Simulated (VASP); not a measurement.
These are RPBE GGA, VASP's PBE PAW potentials (set 64) (plane waves; VASP) values and carry that method's errors.

VASP input:

KPOINTS:
```
Automatic mesh
0
Gamma
1 1 1
0 0 0
```

POSCAR:
```
Sn atom
1
   12.0000000000     0.0000000000     0.0000000000
    0.0000000000    12.5000000000     0.0000000000
    0.0000000000     0.0000000000    13.0000000000
Sn
1
Direct
  0.0000000000   0.0000000000   0.0000000000
```

INCAR:
```
! general
SYSTEM   =  Sn atom
PREC     =  Normal
ENCUT    =  520
LREAL    =  .False.
LASPH    =  .True.   ! aspherical one-centre terms
ISYM     =  0

! electronic loop
EDIFF    =  1E-6   ! SCF stop (eV)
NELM     =  200   ! most electronic steps
ALGO     =  All   ! all-band CG
LMAXMIX  =  4   ! l cut-off of mixed one-centre charges

! smearing
ISMEAR   =  0   ! Gaussian
SIGMA    =  0.01   ! width (eV)

! functional
GGA      =  RP   ! RPBE

! spin
ISPIN    =  2   ! spin-polarised
MAGMOM   =  2
NUPDOWN  =  2

! output
LWAVE    =  .False.
LCHARG   =  .False.
LORBIT   =  10
```

POTCAR, in this order: Sn_d (PBE.64 set). Program: vasp_gam. Read from the step before: WAVECAR.

What VASP printed:

File OUTCAR:
```
 ion  position               nearest neighbor table
   1  0.000  0.000  0.000-
 Subroutine IBZKPT returns following result:
 Found      1 irreducible k-points:

 Following reciprocal coordinates:
            Coordinates               Weight
  0.000000  0.000000  0.000000      1.000000
   k-points           NKPTS =      1   k-points in BZ     NKDIM =      1   number of bands    NBANDS=     12
   number of dos      NEDOS =    301   number of ions     NIONS =      1
   total plane-waves  NPLWV = 392000
   dimension x,y,z NGX =    70 NGY =   70 NGZ =   80
   dimension x,y,z NGXF=   140 NGYF=  140 NGZF=  160
   ions per type =               1
   PREC   = normal    normal or accurate (medium, high low for compatibility)
   ISTART =      1    job   : 0-new  1-cont  2-samecut
   ICHARG =      0    charge: 1-file 2-atom 10-const
   ISPIN  =      2    spin polarized calculation?
   LNONCOLLINEAR =      F non collinear calculations
   LSORBIT =      F    spin-orbit coupling
   INIWAV =      1    electr: 0-lowe 1-rand  2-diag
   ENCUT  =  520.0 eV  38.22 Ry    6.18 a.u.  22.31 23.24 24.17*2*pi/ulx,y,z
   NELM   =    200;   NELMIN=  2; NELMDL=  0     # of ELM steps
   EDIFF  = 0.1E-05   stopping-criterion for ELM
   LREAL  =      F    real-space projection
   NLSPLINE    = F    spline interpolate recip. space projectors
   LMAXMIX     =    4 max onsite mixed and CHGCAR
   VOSKOWN=      0    Vosko Wilk Nusair interpolation
   EDIFFG = 0.1E-04   stopping-criterion for IOM
   NSW    =      0    number of steps for IOM
   NBLOCK =      1;   KBLOCK =      1    inner block; outer block
   IBRION =     -1    ionic relax: 0-MD 1-quasi-New 2-CG
   NFREE  =      0    steps in history (QN), initial steepest desc. (CG)
   ISIF   =      2    stress and relaxation
   ISYM   =      0    0-nonsym 1-usesym 2-fastsym
   TEIN   =    0.0    initial temperature
   TEBEG  =    0.0;   TEEND  =   0.0 temperature during run
   SMASS  =  -3.00    Nose mass-parameter (am)
   PSTRESS=    0.0 pullay stress
   NELECT =      14.0000    total number of electrons
   EFERMI =   0.00;   METHOD = LEGACY
   ISMEAR =     0;   SIGMA  =   0.01  broadening in eV -4-tet -1-fermi 0-gaus
   IALGO  =     58    algorithm
   LDIAG  =      T    sub-space diagonalisation (order eigenvalues)
   IMIX   =      4    mixing-type and parameters
     AMIX     =   0.40;   BMIX     =  1.00
     AMIX_MAG =   1.60;   BMIX_MAG =  1.00
     AMIN     =   0.10
   GGA     = RP    functional components
   VOSKOWN =     0    Vosko Wilk Nusair interpolation
   LHFCALC =     F    Hartree Fock is set to
   LHFONE  =     F    Hartree Fock one center treatment
   AEXX    =    0.0000 exact exchange contribution
   IVDW    =     0    specifies the selected vdW correction
   LEPSILON=     F    determine dielectric tensor
   LRPA    =     F    only Hartree local field effects (RPA)
  energy-cutoff  :      520.00
  volume of cell :     1950.00
      direct lattice vectors                 reciprocal lattice vectors
    12.000000000  0.000000000  0.000000000     0.083333333  0.000000000  0.000000000
     0.000000000 12.500000000  0.000000000     0.000000000  0.080000000  0.000000000
     0.000000000  0.000000000 13.000000000     0.000000000  0.000000000  0.076923077
 k-point     1 :   0.0000 0.0000 0.0000  plane waves:   26244
 maximum number of plane-waves:     26244
```

OSZICAR:
```
       N       E                     dE             d eps       ncg     rms           ort
SDA:   1    -0.706533564710E+00   -0.70653E+00    0.00000E+00    12   0.109E-01   0.000E+00
CGA:   2    -0.708438308775E+00   -0.19047E-02   -0.19019E-02    12   0.450E-02  -0.117E-03
CGA:   3    -0.709266821199E+00   -0.82851E-03   -0.82899E-03    12   0.837E-03   0.494E-04
CGA:   4    -0.709519931066E+00   -0.25311E-03   -0.25230E-03    12   0.374E-03   0.919E-05
CGA:   5    -0.709628770633E+00   -0.10884E-03   -0.11281E-03    12   0.177E-03  -0.404E-04
CGA:   6    -0.709674295698E+00   -0.45525E-04   -0.46205E-04    12   0.922E-04  -0.972E-05
SDA:   7    -0.709704589933E+00   -0.30294E-04   -0.41609E-04    12   0.123E-03  -0.561E-04
SDA:   8    -0.709738828141E+00   -0.34238E-04   -0.37514E-04    12   0.116E-03  -0.559E-04
SDA:   9    -0.709773999780E+00   -0.35172E-04   -0.46224E-04    12   0.234E-03  -0.941E-04
SDA:  10    -0.709841119419E+00   -0.67120E-04   -0.74192E-04    12   0.304E-03  -0.154E-03
SDA:  11    -0.709853254645E+00   -0.12135E-04   -0.22181E-03    12   0.256E-02  -0.593E-03
SDA:  12    -0.710595958559E+00   -0.74270E-03   -0.70092E-03    12   0.147E-02  -0.112E-02
SDA:  13    -0.715943926461E+00   -0.53480E-02   -0.54098E-02    12   0.436E-01  -0.451E-02
SDA:  14    -0.734928599009E+00   -0.18985E-01   -0.13094E-01    12   0.203E-01  -0.195E-01
CGA:  15    -0.740485938004E+00   -0.55573E-02   -0.51700E-02    12   0.329E-02  -0.954E-03
CGA:  16    -0.742018168084E+00   -0.15322E-02   -0.15310E-02    12   0.427E-03   0.200E-04
CGA:  17    -0.742273382481E+00   -0.25521E-03   -0.25645E-03    12   0.906E-04  -0.649E-05
CGA:  18    -0.742315664122E+00   -0.42282E-04   -0.42246E-04    12   0.330E-04   0.195E-05
CGA:  19    -0.742335904106E+00   -0.20240E-04   -0.20511E-04    12   0.175E-04  -0.168E-05
CGA:  20    -0.742346350904E+00   -0.10447E-04   -0.10308E-04    12   0.150E-04   0.116E-05
CGA:  21    -0.742363536692E+00   -0.17186E-04   -0.16539E-04    12   0.259E-04   0.136E-05
CGA:  22    -0.742402193715E+00   -0.38657E-04   -0.40257E-04    12   0.773E-04   0.128E-06
CGA:  23    -0.742452830948E+00   -0.50637E-04   -0.52150E-04    12   0.150E-03   0.366E-05
CGA:  24    -0.742513481505E+00   -0.60651E-04   -0.77584E-04    12   0.225E-03  -0.596E-05
 trl  25    -0.742436084160E+00    0.77397E-04   -0.82148E-05    12   0.216E-03  -0.136E-04
SDA:  26    -0.742486705307E+00    0.26776E-04   -0.82148E-05    12   0.266E-03   0.213E-03
CGA:  27    -0.742638616562E+00   -0.15191E-03   -0.15186E-03    12   0.112E-03   0.102E-05
CGA:  28    -0.742696269393E+00   -0.57653E-04   -0.57159E-04    12   0.451E-04  -0.373E-05
CGA:  29    -0.742715485251E+00   -0.19216E-04   -0.18874E-04    12   0.201E-04  -0.823E-06
CGA:  30    -0.742731312196E+00   -0.15827E-04   -0.15747E-04    12   0.230E-04   0.384E-06
CGA:  31    -0.742744035484E+00   -0.12723E-04   -0.12751E-04    12   0.158E-04   0.132E-05
CGA:  32    -0.742756106455E+00   -0.12071E-04   -0.11982E-04    12   0.154E-04   0.288E-06
CGA:  33    -0.742769508987E+00   -0.13403E-04   -0.13504E-04    12   0.233E-04  -0.459E-06
CGA:  34    -0.742796319820E+00   -0.26811E-04   -0.27464E-04    12   0.630E-04  -0.109E-05
CGA:  35    -0.742849600342E+00   -0.53281E-04   -0.55855E-04    12   0.930E-04  -0.833E-05
CGA:  36    -0.742883960801E+00   -0.34360E-04   -0.32744E-04    12   0.737E-04   0.290E-05
CGA:  37    -0.742916411666E+00   -0.32451E-04   -0.32787E-04    12   0.679E-04   0.438E-05
CGA:  38    -0.742948135981E+00   -0.31724E-04   -0.32736E-04    12   0.559E-04   0.565E-05
CGA:  39    -0.742973236715E+00   -0.25101E-04   -0.25938E-04    12   0.363E-04   0.247E-05
CGA:  40    -0.742987523683E+00   -0.14287E-04   -0.14576E-04    12   0.146E-04   0.146E-06
CGA:  41    -0.742992469857E+00   -0.49462E-05   -0.49859E-05    12   0.557E-05   0.289E-07
CGA:  42    -0.742994673342E+00   -0.22035E-05   -0.22054E-05    12   0.302E-05   0.159E-08
CGA:  43    -0.742996122518E+00   -0.14492E-05   -0.14440E-05    12   0.249E-05  -0.794E-07
CGA:  44    -0.742997475273E+00   -0.13528E-05   -0.13521E-05    12   0.262E-05   0.451E-07
CGA:  45    -0.742998981424E+00   -0.15062E-05   -0.15020E-05    12   0.286E-05   0.172E-06
CGA:  46    -0.743000999923E+00   -0.20185E-05   -0.20101E-05    12   0.402E-05   0.788E-07
CGA:  47    -0.743004173213E+00   -0.31733E-05   -0.31824E-05    12   0.752E-05  -0.415E-07
CGA:  48    -0.743009467524E+00   -0.52943E-05   -0.53384E-05    12   0.132E-04  -0.198E-06
CGA:  49    -0.743016189462E+00   -0.67219E-05   -0.66499E-05    12   0.189E-04  -0.181E-06
CGA:  50    -0.743024884035E+00   -0.86946E-05   -0.85309E-05    12   0.264E-04  -0.302E-06
CGA:  51    -0.743034749696E+00   -0.98657E-05   -0.94155E-05    12   0.330E-04  -0.450E-07
CGA:  52    -0.743044786028E+00   -0.10036E-04   -0.94675E-05    12   0.364E-04   0.109E-05
CGA:  53    -0.743054868897E+00   -0.10083E-04   -0.97246E-05    12   0.382E-04   0.189E-05
CGA:  54    -0.743064595044E+00   -0.97261E-05   -0.97157E-05    12   0.358E-04   0.191E-05
CGA:  55    -0.743072996123E+00   -0.84011E-05   -0.86870E-05    12   0.282E-04   0.886E-06
CGA:  56    -0.743079553798E+00   -0.65577E-05   -0.68268E-05    12   0.200E-04   0.381E-07
CGA:  57    -0.743084367076E+00   -0.48133E-05   -0.48743E-05    12   0.127E-04  -0.239E-07
CGA:  58    -0.743087198409E+00   -0.28313E-05   -0.27832E-05    12   0.669E-05   0.212E-06
CGA:  59    -0.743088558001E+00   -0.13596E-05   -0.13514E-05    12   0.337E-05   0.186E-06
CGA:  60    -0.743089225723E+00   -0.66772E-06   -0.67669E-06    12   0.180E-05   0.836E-07
   1 F= -.74308923E+00 E0= -.74308923E+00  d E =-.137382E-13  mag=     2.0000
```

OUTCAR:
```
------------------------ aborting loop because EDIFF is reached ----------------------------------------
  FORCE on cell =-STRESS in cart. coord.  units (eV):
  Direction    XX          YY          ZZ          XY          YZ          ZX
  --------------------------------------------------------------------------------------
  Total       -0.0024458     -0.0074867     -0.0127531      0.0047729      0.0014238      0.0011860
  in kB       -0.0020095     -0.0061513     -0.0104783      0.0039216      0.0011699      0.0009744
  external PRESSURE =      -0.0062130 kB  Pullay stress =       0.0000000 kB
  volume of cell :     1950.00
      direct lattice vectors                 reciprocal lattice vectors
    12.000000000  0.000000000  0.000000000     0.083333333  0.000000000  0.000000000
     0.000000000 12.500000000  0.000000000     0.000000000  0.080000000  0.000000000
     0.000000000  0.000000000 13.000000000     0.000000000  0.000000000  0.076923077
 POSITION                                       TOTAL-FORCE (eV/Angst)
 -----------------------------------------------------------------------------------
      0.00000      0.00000      0.00000        -0.000001      0.000002      0.000003
 -----------------------------------------------------------------------------------
    total drift:                               -0.000001      0.000002      0.000003
  FREE ENERGIE OF THE ION-ELECTRON SYSTEM (eV)
  ---------------------------------------------------
  free  energy   TOTEN  =        -0.7430892257 eV

  energy  without entropy=       -0.7430892257  energy(sigma->0) =       -0.74308923

 total charge

# of ion       s       p       d       tot
------------------------------------------
    1        1.346   0.759   9.919  12.025

 magnetization (x)

# of ion       s       p       d       tot
------------------------------------------
    1       -0.001   0.759  -0.002   0.756
```
(Selected blocks of OUTCAR.)

**OUTCAR**
```
 val. band max:       -3.9194348023   @ k =   0.0000   0.0000   0.0000

 cond. band min:      -3.7578417169   @ k =   0.0000   0.0000   0.0000


 Fermi energy:        -3.8557542750

 spin component 1

 k-point     1 :       0.0000    0.0000    0.0000
  band No.  band energies     occupation
      1     -25.7329      1.00000
      2     -25.6535      1.00000
      3     -25.6534      1.00000
      4     -25.3790      1.00000
      5     -25.3790      1.00000
      6     -10.6635      1.00000
      7      -3.9195      1.00000
      8      -3.9194      1.00000
      9      -3.7578      0.00000
     10      -0.5841      0.00000
     11       0.5755      0.00000
     12       0.6895      0.00000

 Fermi energy:        -9.4072828221

 spin component 2

 k-point     1 :       0.0000    0.0000    0.0000
  band No.  band energies     occupation
      1     -25.6613      1.00000
      2     -25.5334      1.00000
      3     -25.5334      1.00000
      4     -25.1743      1.00000
      5     -25.1743      1.00000
      6      -9.4586      1.00000
      7      -3.1279      0.00000
      8      -2.3534      0.00000
      9      -2.3529      0.00000
     10       0.0637      0.00000
     11       0.9058      0.00000
     12       0.9480      0.00000
```

The atom may not be in its lowest state. Unless said otherwise, spin-orbit coupling is left out, though it shifts the bands of the heavy elements here.

The cell is a free atom in a box.
